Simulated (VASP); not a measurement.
Output of a VASP run:

**OSZICAR**
```
       N       E                     dE             d eps       ncg     rms          rms(c)
DAV:   1     0.102226889247E+03    0.10223E+03   -0.75731E+03  2024   0.110E+03
DAV:   2    -0.127012706490E+02   -0.11493E+03   -0.11082E+03  2412   0.378E+02
DAV:   3    -0.179207902996E+02   -0.52195E+01   -0.49887E+01  3172   0.634E+01
DAV:   4    -0.181419012237E+02   -0.22111E+00   -0.21984E+00  2848   0.130E+01
DAV:   5    -0.181511394678E+02   -0.92382E-02   -0.92384E-02  3328   0.238E+00    0.899E+00
DAV:   6    -0.172666631399E+02    0.88448E+00   -0.38875E+00  3308   0.176E+01    0.296E+00
DAV:   7    -0.172464283929E+02    0.20235E-01   -0.94940E-02  2384   0.270E+00    0.171E+00
DAV:   8    -0.172374469125E+02    0.89815E-02   -0.32718E-02  2928   0.159E+00    0.320E-01
DAV:   9    -0.172377502571E+02   -0.30334E-03   -0.35959E-03  3404   0.471E-01    0.159E-01
DAV:  10    -0.172377722726E+02   -0.22015E-04   -0.44678E-04  2612   0.281E-01    0.333E-02
DAV:  11    -0.172377517556E+02    0.20517E-04   -0.47290E-05  2872   0.802E-02    0.196E-02
DAV:  12    -0.172377517528E+02    0.27364E-08   -0.51314E-06  3140   0.325E-02    0.453E-03
DAV:  13    -0.172377518720E+02   -0.11921E-06   -0.17510E-07  2116   0.561E-03    0.117E-03
DAV:  14    -0.172377517164E+02    0.15569E-06   -0.37155E-08  1512   0.287E-03    0.509E-04
DAV:  15    -0.172377516641E+02    0.52254E-07   -0.86016E-09  1340   0.144E-03
   1 F= -.17237752E+02 E0= -.17237752E+02  d E =0.000000E+00
```

OUTCAR:
```
------------------------ aborting loop because EDIFF is reached ----------------------------------------
  FORCE on cell =-STRESS in cart. coord.  units (eV):
  Direction    XX          YY          ZZ          XY          YZ          ZX
  --------------------------------------------------------------------------------------
  Total       -0.0528965     -0.0528965     -0.0528965      0.0000000      0.0000000      0.0000000
  in kB       -2.7736562     -2.7736562     -2.7736562      0.0000000      0.0000000      0.0000000
  external PRESSURE =      -2.7736562 kB  Pullay stress =       0.0000000 kB
  volume of cell :       30.56
      direct lattice vectors                 reciprocal lattice vectors
     3.126283654  0.000000000  0.000000000     0.319868608  0.000000000  0.000000000
     0.000000000  3.126283654  0.000000000     0.000000000  0.319868608  0.000000000
     0.000000000  0.000000000  3.126283654     0.000000000  0.000000000  0.319868608
 POSITION                                       TOTAL-FORCE (eV/Angst)
 -----------------------------------------------------------------------------------
      0.00000      0.00000      0.00000         0.000000      0.000000      0.000000
      1.56314      1.56314      1.56314         0.000000      0.000000      0.000000
 -----------------------------------------------------------------------------------
    total drift:                               -0.000000      0.000000     -0.000000
  FREE ENERGIE OF THE ION-ELECTRON SYSTEM (eV)
  ---------------------------------------------------
  free  energy   TOTEN  =       -17.2377516641 eV

  energy  without entropy=      -17.2377516641  energy(sigma->0) =      -17.23775166

 total charge

# of ion       s       p       d       tot
------------------------------------------
    1        2.177   6.000   2.584  10.761
    2        0.766   0.903   0.000   1.670
--------------------------------------------------
tot          2.943   6.903   2.584  12.431
```
(Selected blocks of OUTCAR.)

**POSCAR**
```
NbSi
1
    3.1262836541     0.0000000000    -0.0000000000
    0.0000000000     3.1262836541    -0.0000000000
    0.0000000000     0.0000000000     3.1262836541
Nb Si
1 1
Direct
  0.0000000000   0.0000000000   0.0000000000
  0.5000000000   0.5000000000   0.5000000000
```

Reconstruct the remaining input files.

Several could match; the one computed here: the input of the run itself, PBEsol GGA, plane waves, VASP's PBE PAW potentials (set 64).

INCAR:
```
# general
SYSTEM   =  NbSi
PREC     =  Accurate
ENCUT    =  400
LREAL    =  .FALSE.
LASPH    =  .TRUE.

# electronic loop
EDIFF    =  1E-7
NELM     =  100
ALGO     =  Normal
LMAXMIX  =  4

# smearing
ISMEAR   =  -5

# functional
GGA      =  PS

# ions
ISIF     =  2

# output
LWAVE    =  .FALSE.
LCHARG   =  .TRUE.
LORBIT   =  11
NEDOS    =  601
```

File KPOINTS:
```
Automatic mesh
0
Gamma
13 13 13
0 0 0
```

POTCAR, in this order: Nb_sv Si (PBE.64 set). Program: vasp_std.

For a metal the tetrahedron method with Blöchl corrections gives inexact stress and forces.

The structure was generated: NbSi was put into the CsCl type type (Pm-3m), which need not be its known phase. It was relaxed first, which changed the volume by -33 %. The electron count is odd and the run is not spin-polarised, which forces a metal.
